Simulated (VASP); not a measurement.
Set up this calculation in VASP 6.6.1, as the native input.

- Task: relaxation of the atoms
- Functional: PBE
- Dispersion: D3(BJ)
- Potentials or basis: VASP PAW PBE potentials, release 64 (Pt, Se)
- Cutoff: 520 eV
- k mesh: 10 × 10 × 8
- Occupations: gaussian, width 0.05 eV
- Spin: no spin polarisation
- Further INCAR settings: ALGO = Normal; EDIFF = 1e-06; IBRION = 2; EDIFFG = -0.01; NSW = 40

The structure of PtSe2 lies in POSCAR:

```
PtSe2
1.0
    3.7240000000      0.0000000000      0.0000000000
   -1.8620000000      3.2250786000      0.0000000000
    0.0000000000      0.0000000000      5.0620000000
Pt Se
1 2
Direct
    0.0000000000      0.0000000000      0.0000000000
    0.3333333300      0.6666666700      0.2500000000
    0.6666666700      0.3333333300      0.7500000000
```

The input as run:

INCAR

```
  PREC = Accurate
  ENCUT = 520
  EDIFF = 1E-6
  ISMEAR = 0
  SIGMA = 0.05
  LREAL = False
  LASPH = True
  NELM = 80
  ALGO = Normal
  ISIF = 2
  LWAVE = False
  LCHARG = False
  GGA = PE
  IVDW = 12
  IBRION = 2
  NSW = 40
  EDIFFG = -0.01
  KPAR = 2
```

KPOINTS

```
Automatic mesh
0
Gamma
  10 10 8
```

Potentials or basis: VASP PAW PBE potentials, release 64 (Pt, Se).

Run with:

```bash
$ cat potpaw_PBE.64/Pt/POTCAR potpaw_PBE.64/Se/POTCAR > POTCAR
$ mpirun -np 2 vasp_std > vasp.out
```

Results of the run:

```yaml
Energy_gained_by_relaxing: 9.7 meV/atom
Ionic_steps: 4
Pressure_after_relaxing: 0.3 GPa
Band_gap_on_the_k_mesh: none (metal or under the smearing width)
Dispersion_energy_per_atom: -0.478 eV
```

Caveat: pairwise dispersion overbinds metals, which lowers pressure and volume.

Wall time 46 s on 2 MPI ranks on Intel(R) Xeon(R) 6975P-C (Granite Rapids) (shared host), peak memory 0.24 GiB a rank.
